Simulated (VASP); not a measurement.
PPt:

```
Pt P
1.0
     3.74303    0.00000    0.00000
    -1.87151    3.24156    0.00000
     0.00000    0.00000    6.35374
Pt P
2 2
Direct
  0.33333 0.66667 0.37190
  0.66667 0.33333 0.87190
  0.33333 0.66667 0.00310
  0.66667 0.33333 0.50310
```

The cell comes from a database or a generator and needn't be the stable form of this composition.

* Program: VASP 6.6.1
* Task: single point
* Functional: PBE
* Potentials or basis: VASP PAW PBE potentials, release 64 (Pt, P)
* Cutoff: 520 eV
* k mesh: 8 × 8 × 4
* Occupations: fermi-dirac, width 0.05 eV
* Spin: no spin polarisation

On this cell: pressure -0.1 GPa; largest force 0.136 eV/Å; band gap on the k mesh none (metal or under the smearing width).

The same run follows on a disturbed copy (atoms moved at random, drawn with an rms of 0.05 Å):

```
Pt P
1.0
     3.74303    0.00000    0.00000
    -1.87151    3.24156    0.00000
     0.00000    0.00000    6.35374
Pt P
2 2
Direct
  0.32583 0.65819 0.37535
  0.66765 0.33361 0.86749
  0.32140 0.66974 0.99677
  0.67024 0.34018 0.50364
```

Q: What changes?

A: The energy (extrapolated to zero smearing) moves by +12.7 meV/atom; pressure 0.4 GPa; largest force 0.805 eV/Å; band gap on the k mesh none (metal or under the smearing width).

Forces on the atoms (eV/Å):
```
Pt   0.129  0.489 -0.614
Pt  -0.533  0.063  0.075
P    0.532 -0.079  0.598
P   -0.129 -0.473 -0.060
```

Stress tensor (GPa, compression positive):
```
 1.25  1.26  0.43
 1.26 -0.27 -0.64
 0.43 -0.64  0.26
```
